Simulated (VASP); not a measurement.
Level of theory: PBEsol GGA, VASP's PBE PAW potentials (set 64) (plane waves; VASP).

VASP input:

INCAR:
```
SYSTEM=CoSi2
PREC=Accurate; ENCUT=500; LREAL=.False.
LASPH=.True.
EDIFF=1E-6; NELM=100; ALGO=Normal
LMAXMIX=4
ISMEAR=1; SIGMA=0.1
GGA=PS
IBRION=2; NSW=40; ISIF=3
EDIFFG=-0.02; PSTRESS=50
LWAVE=.False.; LCHARG=.False.
```

**POSCAR**
```
CoSi2
1.0
  0.0000000000   2.6353015849   2.6353015849
  2.6353015849   0.0000000000   2.6353015849
  2.6353015849   2.6353015849   0.0000000000
Co Si
1 2
Cart
  0.0000000000   0.0000000000   0.0000000000
  1.3176507925   1.3176507925   1.3176507925
  3.9529523773   3.9529523773   3.9529523773
```

### KPOINTS
```
Automatic mesh
0
G
  10 10 10
```

POTCAR, in this order: Co Si (PBE.64 set). Program: vasp_std.

Output of the run:

File OSZICAR:
```
       N       E                     dE             d eps       ncg     rms          rms(c)
DAV:   1     0.709416094807E+02    0.70942E+02   -0.69759E+03  1128   0.133E+03
DAV:   2    -0.179772818571E+02   -0.88919E+02   -0.83324E+02  1140   0.256E+02
DAV:   3    -0.224857258775E+02   -0.45084E+01   -0.43162E+01  1452   0.673E+01
DAV:   4    -0.225890694582E+02   -0.10334E+00   -0.10284E+00  1376   0.974E+00
DAV:   5    -0.225922002945E+02   -0.31308E-02   -0.31292E-02  1496   0.174E+00    0.158E+01
DAV:   6    -0.258343894567E+02   -0.32422E+01   -0.42109E+01  1400   0.140E+02    0.170E+01
DAV:   7    -0.210093352465E+02    0.48251E+01   -0.17438E+01  1492   0.109E+02    0.390E+00
DAV:   8    -0.210056200543E+02    0.37152E-02   -0.98170E-01  1296   0.802E+00    0.183E+00
DAV:   9    -0.209700153588E+02    0.35605E-01   -0.10805E-01  1440   0.698E+00    0.438E-01
DAV:  10    -0.209695261015E+02    0.48926E-03   -0.70513E-03  1552   0.117E+00    0.102E-01
DAV:  11    -0.209693842224E+02    0.14188E-03   -0.67053E-04  1576   0.531E-01    0.470E-02
DAV:  12    -0.209693923926E+02   -0.81702E-05   -0.32642E-05  1288   0.623E-02    0.202E-02
DAV:  13    -0.209693916626E+02    0.72994E-06   -0.33444E-06  1404   0.213E-02
   1 F= -.19827091E+02 E0= -.19827453E+02  d E =-.198271E+02
```

**OUTCAR**
```
------------------------ aborting loop because EDIFF is reached ----------------------------------------
  FORCE on cell =-STRESS in cart. coord.  units (eV):
  Direction    XX          YY          ZZ          XY          YZ          ZX
  --------------------------------------------------------------------------------------
  Total        1.1378131      1.1378131      1.1378131      0.0000000      0.0000000     -0.0000000
  in kB       49.8035767     49.8035767     49.8035767      0.0000000      0.0000000     -0.0000000
  external PRESSURE =      -0.1964233 kB  Pullay stress =      50.0000000 kB
  volume of cell :       36.60
      direct lattice vectors                 reciprocal lattice vectors
     0.000000000  2.635301585  2.635301585    -0.189731605  0.189731605  0.189731605
     2.635301585  0.000000000  2.635301585     0.189731605 -0.189731605  0.189731605
     2.635301585  2.635301585  0.000000000     0.189731605  0.189731605 -0.189731605
 POSITION                                       TOTAL-FORCE (eV/Angst)
 -----------------------------------------------------------------------------------
      0.00000      0.00000      0.00000        -0.000000      0.000000     -0.000000
      1.31765      1.31765      1.31765         0.000000      0.000000      0.000000
      3.95295      3.95295      3.95295        -0.000000     -0.000000      0.000000
 -----------------------------------------------------------------------------------
    total drift:                               -0.000000     -0.000000      0.000000
  FREE ENERGIE OF THE ION-ELECTRON SYSTEM (eV)
  ---------------------------------------------------
  free  energy   TOTEN  =       -20.9693916626 eV

  energy  without entropy=      -20.9704763411  energy(sigma->0) =      -20.96975322
  enthalpy is  TOTEN    =       -19.8270911091 eV   P V=        1.1423005536

 reached required accuracy - stopping structural energy minimisation
```
(Selected blocks of OUTCAR.)

The compound is CoSi2 in the fluorite structure. It was relaxed first under an external pressure of 5 GPa. The run is not spin-polarised, so no magnetic state was tried. The electron count is odd and the run is not spin-polarised, which forces a metal.
